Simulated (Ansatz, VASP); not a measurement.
# Cu16Te (Cu(111)-(2x2)-Te, top site) in two plane-wave programs

Aim: how closely do two programs agree when they are given the same cell, functional and k mesh? The cell is taken from a series of runs on this material, whose earlier steps may have relaxed, scaled, displaced or heated it; both programs get it as it stands.

Main program and level: Ansatz 0.2.0; plane waves, with VASP 6.6.1 beside it; LDA.

## Step 1: The structure

The cell holds 17 atoms: 16 Cu and 1 Te. Its edges and angles: a = 5.105 Å, b = 5.105 Å, c = 26.006 Å, α = 90.0°, β = 90.0°, γ = 60.0°. Vacuum lies along c.

## Step 2: Ansatz: single point, LDA

Ansatz runs on its default PAW (the set named soft_2) files.

A single point takes one fixed geometry, so differences don't come from the geometry; what else differs is listed under the comparison.

The input, input.yaml:

```yaml
crystal:
  lattice:
    - [5.1053109602, 0.0, 0.0]
    - [2.5526554801, 4.4213289857, 0.0]
    - [0.0, 0.0, 26.0061739527]
  atoms:
    - { symbol: Cu, position: [0.0, 0.0, 0.3268454643] }
    - { symbol: Cu, position: [0.0, 0.5, 0.3268454643] }
    - { symbol: Cu, position: [0.5, 0.0, 0.3268454643] }
    - { symbol: Cu, position: [0.5, 0.5, 0.3268454643] }
    - { symbol: Cu, position: [0.1666666667, 0.1666666667, 0.4069892977] }
    - { symbol: Cu, position: [0.1666666667, 0.6666666667, 0.4069892977] }
    - { symbol: Cu, position: [0.6666666667, 0.1666666667, 0.4069892977] }
    - { symbol: Cu, position: [0.6666666667, 0.6666666667, 0.4069892977] }
    - { symbol: Cu, position: [0.3333333333, 0.3333333333, 0.4872848241] }
    - { symbol: Cu, position: [0.3419338251, 0.8290330874, 0.4840995919] }
    - { symbol: Cu, position: [0.8290330874, 0.3419338251, 0.4840995919] }
    - { symbol: Cu, position: [0.8290330874, 0.8290330874, 0.4840995919] }
    - { symbol: Cu, position: [0.0, 0.0, 0.554343208] }
    - { symbol: Cu, position: [-0.0016506404, 0.5008253202, 0.5670548095] }
    - { symbol: Cu, position: [0.5008253202, -0.0016506404, 0.5670548095] }
    - { symbol: Cu, position: [0.5008253202, 0.5008253202, 0.5670548095] }
    - { symbol: Te, position: [0.0, 0.0, 0.6443018796] }
kpoints:
  mp_grid: { grid: [12, 12, 1] }
hamiltonian:
  xc: lda
scf:
  occupations: { method: fermi_dirac, width: 0.05 }
  convergence: { dr2_threshold: 1.0e-09 }
  n_extra_bands: 33
efield:
  axis: 3
  dipole_correction: true
  ramp_position: 0.97
  ramp_width: 0.06
output:
  band_densities: [{ e_range: [-1.0, 0] }, { e_range: [0, 1.0] }]
  write_potential: true
  write_density: true
  volumetric_format: npy
```

Command:

```bash
> ansatz run input.yaml --threads 4 --pin off --max-ram 12288MiB --backend cpu --events-out ev --progress --plain --runs-dir out
```

Numbers of over 12 decimals in the logs are rounded to 6 here.

Output:

```text
scf.n_extra_bands = 33 over 160 filled bands (N_el = 320.0): the run solves 193 bands
Engine: ansatz 0.2.0, aarch64-unknown-linux-gnu
Pseudopotentials: kind: paw
Pseudopotential: Cu, paw, valence charge 19, recommended cutoff 420 eV (normal), Cu.paw.azcp
Pseudopotential: Te, paw, valence charge 16, recommended cutoff 420 eV (normal), Te.paw.azcp
Functional definition: SPW92
  exchange = slater_x
  correlation = pw_c
Crystal: 17 atoms, lattice volume = 587.018 Å³
Basis set: ecut = 420 eV, 11553 PW (Γ)
Bands: 193, of which v1, the nominal top of the filled ones, is band 160 counted from 1 (159 counted from 0)
Symmetry: 6 space group operations
Space group: P3m1 (ITA 156), of the structure as read, at distance tolerance 8.4e-5 Å
k-points: 19 of 144 (time reversal used)
Non-local potential: Cu, projectors of the file, l = 0: 3, l = 1: 2, l = 2: 3, l = 3: 1
Non-local potential: Te, projectors of the file, l = 0: 2, l = 1: 2, l = 2: 2, l = 3: 2
PAW form: soft (Blöchl's): semilocal exchange-correlation on the pseudo side does not see the compensation charge
PAW frozen core: Cu, regenerated for the run's functional, and the local potential with it (the file was generated under x = pbe(κ = 0.804, μ = 0.219515), c = pbe(β = 0.066725))
PAW frozen core: Te, regenerated for the run's functional, and the local potential with it (the file was generated under x = pbe(κ = 0.804, μ = 0.219515), c = pbe(β = 0.066725))
PAW one-centre angular grid: Cu, 590 points (default); XC on 64 Gauss nodes
PAW one-centre angular grid: Te, 590 points (default); XC on 64 Gauss nodes
Initial density: superposition of atomic densities (neutral atoms: chi_scale 0, normalization atom), corrected by the library's trained network
Initial wavefunctions: pseudopotential atomic-orbital guess
Functional: x = slater, c = lda
SCF iter   1: F=—  HF=-111713.886993 eV  |F-HF|=—  |Δ(HF+E_count)|=         —  Δρ=1.25e-2  dr2=4.78e-1  ethr=1.77e-3  p=-0.010 e·Å  D=-2.98e-3 V/Å  ΔV_dip=0.08 eV  dr2_dipole=1.10e-2  V_vac-E_F(+/−)=5.18/5.10 eV  ⟨swp⟩=7.1  Hψ=15056  notcnv=0  defer=327
efield: sawtooth ramp at fractional position 0.9700 (set: `efield.ramp_position`, or a place that a band, a saddle search or an elastic batch's reference lends), width 0.0600; the density the first Hamiltonian is built on has a dipole p = -0.010 e·Å; the dipole correction subtracts the counter field D = -2.98e-3 V/Å, which shifts the + side's vacuum level by +0.08 eV against the − side's; the planar-averaged density in the ramp window peaks in size at 5.5e-5 e/Å³
preconditioner: auto → LDOS  [metal: Δε(μ)=0.002 eV  Ē_g=8.416 eV  σ=0.050 eV  W_gap=0.01  n_scr=128 (ndim 8)  ℏωp=20.7 eV  f_vac=0.597  D(μ)=7.36/eV (n_scr^D=42)  β→1.0]
SCF iter   2: F=—  HF=-111714.813863 eV  |F-HF|=—  |Δ(HF+E_count)|=   9.27e-1  Δρ=3.46e-2  dr2=3.79e0  ethr=1.50e-4  p=0.022 e·Å  D=6.91e-3 V/Å  ΔV_dip=-0.18 eV  dr2_dipole=1.29e-4  V_vac-E_F(+/−)=5.11/5.29 eV  ⟨swp⟩=3.0  Hψ=9215  notcnv=0  defer=439
SCF iter   3: F=—  HF=-111713.792431 eV  |F-HF|=—  |Δ(HF+E_count)|=    1.02e0  Δρ=3.59e-3  dr2=4.82e-2  ethr=1.50e-4  p=0.007 e·Å  D=2.09e-3 V/Å  ΔV_dip=-0.05 eV  dr2_dipole=6.77e-4  V_vac-E_F(+/−)=5.07/5.13 eV  ⟨swp⟩=3.0  Hψ=9075  notcnv=0  defer=444
SCF iter   4: F=—  HF=-111713.788821 eV  |F-HF|=—  |Δ(HF+E_count)|=   3.61e-3  Δρ=2.99e-3  dr2=3.34e-2  ethr=1.51e-5  p=0.007 e·Å  D=2.09e-3 V/Å  ΔV_dip=-0.05 eV  dr2_dipole=1.02e-3  V_vac-E_F(+/−)=5.07/5.12 eV  ⟨swp⟩=2.9  Hψ=6498  notcnv=0  defer=444
SCF iter   5: F=—  HF=-111713.783216 eV  |F-HF|=—  |Δ(HF+E_count)|=   5.60e-3  Δρ=4.05e-4  dr2=1.31e-3  ethr=1.05e-5  p=0.008 e·Å  D=2.61e-3 V/Å  ΔV_dip=-0.07 eV  dr2_dipole=3.54e-4  V_vac-E_F(+/−)=5.06/5.13 eV  ⟨swp⟩=2.0  Hψ=5173  notcnv=0  defer=444
SCF iter   6: F=—  HF=-111713.783105 eV  |F-HF|=—  |Δ(HF+E_count)|=   1.11e-4  Δρ=2.79e-4  dr2=4.38e-4  ethr=4.10e-7  p=0.009 e·Å  D=2.83e-3 V/Å  ΔV_dip=-0.07 eV  dr2_dipole=5.93e-5  V_vac-E_F(+/−)=5.06/5.13 eV  ⟨swp⟩=2.8  Hψ=6318  notcnv=0  defer=444
SCF iter   7: F=—  HF=-111713.783054 eV  |F-HF|=—  |Δ(HF+E_count)|=   5.09e-5  Δρ=8.37e-5  dr2=1.10e-4  ethr=1.37e-7  p=0.009 e·Å  D=2.91e-3 V/Å  ΔV_dip=-0.08 eV  dr2_dipole=3.16e-5  V_vac-E_F(+/−)=5.06/5.14 eV  ⟨swp⟩=2.0  Hψ=5407  notcnv=0  defer=444
SCF iter   8: F=—  HF=-111713.783059 eV  |F-HF|=—  |Δ(HF+E_count)|=   4.52e-6  Δρ=3.65e-5  dr2=2.17e-5  ethr=3.44e-8  p=0.010 e·Å  D=2.96e-3 V/Å  ΔV_dip=-0.08 eV  dr2_dipole=7.59e-6  V_vac-E_F(+/−)=5.06/5.14 eV  ⟨swp⟩=1.5  Hψ=3287  notcnv=0  defer=444
SCF iter   9: F=—  HF=-111713.782851 eV  |F-HF|=—  |Δ(HF+E_count)|=   2.08e-4  Δρ=1.48e-5  dr2=1.33e-6  ethr=6.78e-9  p=0.010 e·Å  D=3.01e-3 V/Å  ΔV_dip=-0.08 eV  dr2_dipole=2.21e-7  V_vac-E_F(+/−)=5.06/5.14 eV  ⟨swp⟩=2.0  Hψ=4580  notcnv=0  defer=444
[...]
Work function:   Φ+ = 5.0627 eV   Φ− = 5.1414 eV
Levels:          The Fermi level and band energies are counted from a zero that moves with the ramp; work functions are not
--- Per-component energies (eV) ---
  E_band       = -10327.913050
  E_kinetic    = 4986.446791
  E_local      = -854743.517244  (includes V_loc(G=0)·N_el)
  E_nonlocal   = 6018.864159
  E_hartree    = 421498.352631
  E_xc         = -1541.203057
  E_vxc        = -1942.976040  (∫ρ·V_xc dr)
  E_paw        = -30017.740923  (= ΣΔE_a)
  E_vpaw       = -7644.550126  (= ΣTr[D̂ρ^β])
  E_aug_tail   = 0.003060  (compensation charges beyond the density's cutoff)
  E_efield     = 0.000015  (sawtooth field / dipole correction)
  E_vefield    = 1.117692  (∫n·V_field dr)
  E_ewald      = 342077.198037
  E_core_change = 7.873222  (= ΣΔE_core)
  E_smearing   = -0.059544  (= −TS)
  E_closure    = 0.000000  (closes the sum)
  Σ components = -111713.782854   (vs F -111713.782854, Δ=0.00e0)
--- Band table (eV; the first three rows and the last of 19) ---
  k-point 0: bands = [... 156 lower, 2.0180, 2.3391, 2.5980, 2.5980, 3.3176, 3.5245, 3.5245, 3.7182, ... 29 higher]
  k-point 1: bands = [... 156 lower, 2.0481, 2.2464, 2.4322, 2.5742, 2.9220, 3.2599, 3.4267, 3.7844, ... 29 higher]
  k-point 2: bands = [... 156 lower, 1.6568, 2.1826, 2.4121, 2.5266, 2.5634, 3.0415, 3.3278, 3.6583, ... 29 higher]
  k-point 18: bands = [... 156 lower, 1.3964, 1.4310, 1.4412, 2.4624, 2.4729, 2.9861, 4.4567, 4.4718, ... 29 higher]
--- Band densities, each state counted as filled ---
  window                                       electrons  max residual (eV)  cut levels
  e_range: [-1, 0]                              6.958333             3.4e-6           0
  e_range: [0, 1]                               5.097222             4.4e-4           0
```

The column dr2 measures how far the density is from self-consistency, as an energy; F and HF (Harris–Foulkes) agree once it is small.

(Part 1 of 2 ends here.)

[Lines on the potential files, build, host, timing and source positions are cut from VASP's logs without a mark.]

[Logs are printed without paths, hosts, clocks, repeated set-up lines and the standing remarks that a program may print on its own settings, such as how far it seeks lower states.]

[Hosts, paths, dates, database ids (printed as entryN), source tags and the programs' standing remarks are cut or masked in the printed files.]
